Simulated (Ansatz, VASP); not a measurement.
## Rh (Rh wire along [100], 21 atoms a period): VASP beside Ansatz

Wanted: the spread between two codes on one cell, functional and k mesh. Of the first pair: The structure shown is the start of the Ansatz relaxation below; VASP solves that cell, so the two are compared at the walk's first step.

Method: plane waves, with VASP 6.6.1 beside it; PBE, in Ansatz 0.2.0.

**1. Starting point**

The cell holds 21 atoms: 21 Rh. Cell: a = 14.460 Å, b = 14.460 Å, c = 3.830 Å, α = 90.0°, β = 90.0°, γ = 90.0°. Vacuum lies along a and b. The structure's axis is c.

**2. Ansatz: relaxation, PBE**

Ansatz runs on its PAW soft_1 files.

The two programs are compared at the cell with which this relaxation starts, whose forces are those of its first step.

The input, input.yaml:

```yaml
crystal:
  lattice:
    - [14.46, 0.0, 0.0]
    - [0.0, 14.46, 0.0]
    - [0.0, 0.0, 3.83]
  atoms:
    - { symbol: Rh, position: [0.235131397, 0.5, 0.0] }
    - { symbol: Rh, position: [0.367565698, 0.367565698, 0.0] }
    - { symbol: Rh, position: [0.367565698, 0.632434302, 0.0] }
    - { symbol: Rh, position: [0.5, 0.235131397, 0.0] }
    - { symbol: Rh, position: [0.5, 0.5, 0.0] }
    - { symbol: Rh, position: [0.5, 0.764868603, 0.0] }
    - { symbol: Rh, position: [0.632434302, 0.367565698, 0.0] }
    - { symbol: Rh, position: [0.632434302, 0.632434302, 0.0] }
    - { symbol: Rh, position: [0.764868603, 0.5, 0.0] }
    - { symbol: Rh, position: [0.235131397, 0.367565698, 0.5] }
    - { symbol: Rh, position: [0.235131397, 0.632434302, 0.5] }
    - { symbol: Rh, position: [0.367565698, 0.235131397, 0.5] }
    - { symbol: Rh, position: [0.367565698, 0.5, 0.5] }
    - { symbol: Rh, position: [0.367565698, 0.764868603, 0.5] }
    - { symbol: Rh, position: [0.5, 0.367565698, 0.5] }
    - { symbol: Rh, position: [0.5, 0.632434302, 0.5] }
    - { symbol: Rh, position: [0.632434302, 0.235131397, 0.5] }
    - { symbol: Rh, position: [0.632434302, 0.5, 0.5] }
    - { symbol: Rh, position: [0.632434302, 0.764868603, 0.5] }
    - { symbol: Rh, position: [0.764868603, 0.367565698, 0.5] }
    - { symbol: Rh, position: [0.764868603, 0.632434302, 0.5] }
kpoints:
  mp_grid: { grid: [1, 1, 21] }
scf:
  occupations: { method: fermi_dirac, width: 0.05 }
hamiltonian:
  xc: pbe
  pseudopotentials: { kind: paw, azcp: { folder: soft_1 } }
relax:
  cell: { fix: [a, b, alpha, beta, gamma] }
  max_steps: 45
  f_tol: 0.03
```

On the command line:

```
ansatz run input.yaml --threads 4 --pin off --max-ram 16384MiB --backend cpu --events-out ev --progress --plain --runs-dir out
```

Numbers of over 12 decimals in the logs are rounded to 6 here.

The log of the run:

```text
Engine: ansatz 0.2.0, x86_64-unknown-linux-gnu
Pseudopotentials: kind: paw
Pseudopotential: Rh, paw, valence charge 17, recommended cutoff 420 eV (normal), soft_1/Rh.paw.azcp
Functional definition: PBE
  parameter kappa = 0.804
  parameter beta = 0.066725
  exchange = pbe_x(kappa = kappa, mu = beta*pi^2/3)
  correlation = pbe_c(beta = beta)
Crystal: 21 atoms, lattice volume = 800.821 Å³
Basis set: ecut = 420 eV, 15665 PW (Γ), exchange–correlation on 200×200×54 points (8 copies of the dense FFT grid, shifted against one another)
Bands: 215, of which v1, the nominal top of the filled ones, is band 179 counted from 1 (178 counted from 0)
Symmetry: 16 space group operations
Space group: P4/mmm (ITA 123), of the structure as read, at distance tolerance 9.3e-5 Å
k-points: 11 of 21
Non-local potential: Rh, projectors of the file, l = 0: 3, l = 1: 2, l = 2: 2, l = 3: 1
PAW form: soft (Blöchl's): semilocal exchange-correlation on the pseudo side does not see the compensation charge
PAW one-centre angular grid: Rh, 590 points (default); XC on 64 Gauss nodes
Initial density: superposition of atomic densities (neutral atoms: chi_scale 0, normalization atom)
Initial wavefunctions: pseudopotential atomic-orbital guess
Functional: x = pbe(κ = 0.804, μ = 0.219515), c = pbe(β = 0.066725)
SCF iter   1: F=—  HF=-134450.932950 eV  |F-HF|=—  |Δ(HF+E_count)|=         —  Δρ=5.39e-2  dr2=4.06e1  ethr=3.10e-3  ⟨swp⟩=7.2  Hψ=8645  notcnv=0  defer=61
preconditioner: auto → LDOS  [metal: Δε(μ)=0.011 eV  Ē_g=4.762 eV  σ=0.050 eV  W_gap=0.05  n_scr=186 (ndim 8)  ℏωp=18.0 eV  f_vac=0.506  D(μ)=41.26/eV (n_scr^D=366)  β→1.0]
SCF iter   2: F=—  HF=-134457.585249 eV  |F-HF|=—  |Δ(HF+E_count)|=    6.65e0  Δρ=7.29e-2  dr2=5.70e1  ethr=3.10e-3  ⟨swp⟩=3.3  Hψ=6279  notcnv=0  defer=127
SCF iter   3: F=—  HF=-134442.158848 eV  |F-HF|=—  |Δ(HF+E_count)|=    1.54e1  Δρ=1.73e-2  dr2=2.30e0  ethr=3.10e-3  ⟨swp⟩=2.7  Hψ=5194  notcnv=0  defer=128
SCF iter   4: F=—  HF=-134441.504898 eV  |F-HF|=—  |Δ(HF+E_count)|=   6.54e-1  Δρ=3.25e-3  dr2=1.77e-1  ethr=6.43e-4  ⟨swp⟩=2.4  Hψ=4633  notcnv=0  defer=128
SCF iter   5: F=—  HF=-134441.485001 eV  |F-HF|=—  |Δ(HF+E_count)|=   1.99e-2  Δρ=1.37e-3  dr2=3.02e-2  ethr=4.95e-5  ⟨swp⟩=3.0  Hψ=4260  notcnv=0  defer=128
SCF iter   6: F=—  HF=-134441.481164 eV  |F-HF|=—  |Δ(HF+E_count)|=   3.84e-3  Δρ=4.95e-4  dr2=3.73e-3  ethr=8.46e-6  ⟨swp⟩=2.5  Hψ=4111  notcnv=0  defer=128
SCF iter   7: F=—  HF=-134441.480679 eV  |F-HF|=—  |Δ(HF+E_count)|=   4.86e-4  Δρ=1.71e-4  dr2=4.72e-4  ethr=1.05e-6  ⟨swp⟩=2.1  Hψ=3289  notcnv=0  defer=128
SCF iter   8: F=—  HF=-134441.480698 eV  |F-HF|=—  |Δ(HF+E_count)|=   1.91e-5  Δρ=6.96e-5  dr2=7.78e-5  ethr=1.32e-7  ⟨swp⟩=2.0  Hψ=3266  notcnv=0  defer=128
SCF iter   9: F=—  HF=-134441.477751 eV  |F-HF|=—  |Δ(HF+E_count)|=   2.95e-3  Δρ=2.69e-5  dr2=1.04e-5  ethr=2.18e-8  ⟨swp⟩=2.0  Hψ=3380  notcnv=0  defer=128
SCF iter  10: F=—  HF=-134441.477750 eV  |F-HF|=—  |Δ(HF+E_count)|=   5.50e-7  Δρ=6.64e-6  dr2=4.36e-7  ethr=2.92e-9  ⟨swp⟩=2.2  Hψ=3302  notcnv=0  defer=128
SCF iter  11: F=-134441.477750 eV  HF=-134441.477750 eV  |F-HF|=3.07e-8  |Δ(HF+E_count)|=   9.00e-8  Δρ=2.31e-6  dr2=5.49e-8  ethr=2.80e-11  ⟨swp⟩=5.0  Hψ=8400  notcnv=0
SCF 1 converged in 11 iterations: F = -134441.477750 eV  dr2 = 5.49e-8
  greatest PAW one-centre occupation: 1.000 electrons in one spin orbital (limit 2), on the Rh atom at site 15 (counted from 0), in its partial waves of l = 0
relax step   1: F+E_penalty+E_count = -134441.47775020 eV  Δ(F+E_penalty+E_count) = +0.000e0 eV  max|allowed force component| = 1.102e0 eV/Å  Δτ_max = 0.0000 Å  P = -4.724 GPa  Ω = 800.821 Å³  fix = [a, b, alpha, beta, gamma]  reactions: a -4.320, b -4.320 GPa  (11 SCF iters, dr2 threshold 1.00e-7 eV, accepted)
[...]
relax step   5: F+E_penalty+E_count = -134442.76233031 eV  Δ(F+E_penalty+E_count) = -1.775e-3 eV  max|allowed force component| = 1.340e-2 eV/Å  Δτ_max = 0.0098 Å  P = -0.039 GPa  Ω = 776.054 Å³  energy of the carried Pulay correction = +5.511e-3 eV  fix = [a, b, alpha, beta, gamma]  reactions: a -0.024, b -0.024 GPa  (7 SCF iters, dr2 threshold 1.64e-7 eV, accepted)
[...]
relax step   6: F+E_penalty+E_count = -134442.76282117 eV  Δ(F+E_penalty+E_count) = -4.909e-4 eV  max|allowed force component| = 7.098e-3 eV/Å  Δτ_max = 0.0026 Å  P = -0.001 GPa  Ω = 775.141 Å³  energy of the carried Pulay correction = +5.717e-3 eV  fix = [a, b, alpha, beta, gamma]  reactions: a -0.013, b -0.013 GPa  (7 SCF iters, dr2 threshold 1.17e-8 eV, accepted)
[...]
relax step   7: F+E_penalty+E_count = -134442.75567086 eV  Δ(F+E_penalty+E_count) = +7.150e-3 eV  max|allowed force component| = 7.673e-3 eV/Å  Δτ_max = 0.0000 Å  P = +0.009 GPa  Ω = 775.141 Å³  fix = [a, b, alpha, beta, gamma]  reactions: a -0.003, b -0.003 GPa  stress off target by 3.31e-2 GPa on what of the cell is left free  SCF on the basis re-selected at this cell (its energy is not comparable with the rows above)  (7 SCF iters)
basis re-selected at this cell: Δ(F+E_penalty+E_count) = +7.150e-3 eV, ΔP = +0.010 GPa vs the last step (what re-selecting the basis moved, of the pressure what is left beyond the Pulay correction that the steps carried, after the strain that the cell walked since its last selection, with what the two solves' SCF thresholds leave and, on support functions, any second-order correction that the steps lacked; it is no measure of the basis error at this ecutwfc). The dense FFT grid was sized anew with the basis: this SCF ran on 100×100×25 points, the steps before it on 100×100×27, so part of this shift can come from that change (see relax.cell in the input reference). [rest of the remark cut]
SCF converged after 7 iterations
Free energy (F): -134442.755671 eV
Harris-Foulkes:  -134442.755671 eV  (|F-HF|=5.82e-11)
Internal energy: -134442.466630 eV  (E = F + TS)
E sigma→0 (E₀):  -134442.611151 eV
Entropy (-TS):   -0.289041 eV (-13.764 meV/atom)
Fermi energy:    5.470167 eV
--- Per-component energies (eV) ---
  E_band       = -7682.288658
  E_kinetic    = 11267.582088
  E_local      = -237817.708419  (includes V_loc(G=0)·N_el)
  E_nonlocal   = 6295.880678
  E_hartree    = 111969.706708
  E_xc         = -4212.558919
  E_vxc        = -5282.543416  (∫ρ·V_xc dr)
  E_paw        = -75681.823159  (= ΣΔE_a)
  E_vpaw       = -6084.912893  (= ΣTr[D̂ρ^β])
  E_aug_tail   = 0.000886  (compensation charges beyond the density's cutoff)
  E_ewald      = 53736.453507
  E_smearing   = -0.289041  (= −TS)
  E_closure    = -0.000000  (closes the sum)
  Σ components = -134442.755671   (vs F -134442.755671, Δ=0.00e0)
--- Forces (eV/Å), atoms counted from 1 ---
  atom   1  Rh    -0.00767316    -0.00000000    -0.00000000
  atom   2  Rh    -0.00005332    -0.00005332    -0.00000000
  atom   3  Rh    -0.00005332     0.00005332    -0.00000000
  atom   4  Rh     0.00000000    -0.00767316     0.00000000
  atom   5  Rh     0.00000000     0.00000000     0.00000000
  atom   6  Rh    -0.00000000     0.00767316     0.00000000
  atom   7  Rh     0.00005332    -0.00005332    -0.00000000
  atom   8  Rh     0.00005332     0.00005332     0.00000000
  atom   9  Rh     0.00767316    -0.00000000    -0.00000000
  atom  10  Rh    -0.00223534     0.00150782    -0.00000000
  atom  11  Rh    -0.00223534    -0.00150782    -0.00000000
  atom  12  Rh     0.00150782    -0.00223534     0.00000000
  atom  13  Rh     0.00077830    -0.00000000    -0.00000000
  atom  14  Rh     0.00150782     0.00223534    -0.00000000
  atom  15  Rh     0.00000000     0.00077830     0.00000000
  atom  16  Rh     0.00000000    -0.00077830     0.00000000
  atom  17  Rh    -0.00150782    -0.00223534    -0.00000000
  atom  18  Rh    -0.00077830    -0.00000000     0.00000000
  atom  19  Rh    -0.00150782     0.00223534     0.00000000
  atom  20  Rh     0.00223534     0.00150782    -0.00000000
  atom  21  Rh     0.00223534    -0.00150782    -0.00000000
  max |Σ_I F_I| component: 2.03e-26 eV/Å
--- Stress (GPa, compression-positive) ---
       -0.003474       0.000000       0.000000
        0.000000      -0.003474      -0.000000
        0.000000      -0.000000       0.033097
  P = ⅓ Tr σ = 0.0087 GPa (0.087 kbar)
--- Relaxed structure (6 steps of the walk, 6 accepted, 1 SCFs on fresh bases) ---
  F+E_penalty+E_count = -134442.75567086 eV   max|allowed force component| = 7.673e-3 eV/Å   (the final SCF, on the basis selected at the relaxed cell)
  cell:  # Å, volume = 775.1413 Å³
    - [14.46, 0.0, 0.0]
    - [0.0, 14.46, 0.0]
    - [0.0, 0.0, 3.707185]
  atoms:
    - { symbol: Rh, position: [0.239481, 0.500000, 0.0] }
    - { symbol: Rh, position: [0.363342, 0.363342, 0.0] }
    - { symbol: Rh, position: [0.363342, 0.636658, 0.0] }
    - { symbol: Rh, position: [0.500000, 0.239481, 0.0] }
    - { symbol: Rh, position: [0.500000, 0.500000, 0.0] }
    - { symbol: Rh, position: [0.500000, 0.760519, 0.0] }
    - { symbol: Rh, position: [0.636658, 0.363342, 0.0] }
    - { symbol: Rh, position: [0.636658, 0.636658, 0.0] }
    - { symbol: Rh, position: [0.760519, 0.500000, 0.0] }
    - { symbol: Rh, position: [0.240296, 0.371734, 0.5] }
    - { symbol: Rh, position: [0.240296, 0.628266, 0.5] }
    - { symbol: Rh, position: [0.371734, 0.240296, 0.5] }
    - { symbol: Rh, position: [0.369542, 0.500000, 0.5] }
    - { symbol: Rh, position: [0.371734, 0.759704, 0.5] }
    - { symbol: Rh, position: [0.500000, 0.369542, 0.5] }
    - { symbol: Rh, position: [0.500000, 0.630458, 0.5] }
    - { symbol: Rh, position: [0.628266, 0.240296, 0.5] }
    - { symbol: Rh, position: [0.630458, 0.500000, 0.5] }
    - { symbol: Rh, position: [0.628266, 0.759704, 0.5] }
    - { symbol: Rh, position: [0.759704, 0.371734, 0.5] }
    - { symbol: Rh, position: [0.759704, 0.628266, 0.5] }
```

(Part 1 of 2 ends here.)

[Lines on the potential files, build, host, timing and source positions are cut from VASP's logs without a mark.]

[Logs are printed without paths, hosts, clocks, repeated set-up lines and the standing remarks that a program may print on its own settings, such as how far it seeks lower states.]

[Hosts, paths, dates, database ids (printed as entryN), source tags and the programs' standing remarks are cut or masked in the printed files.]
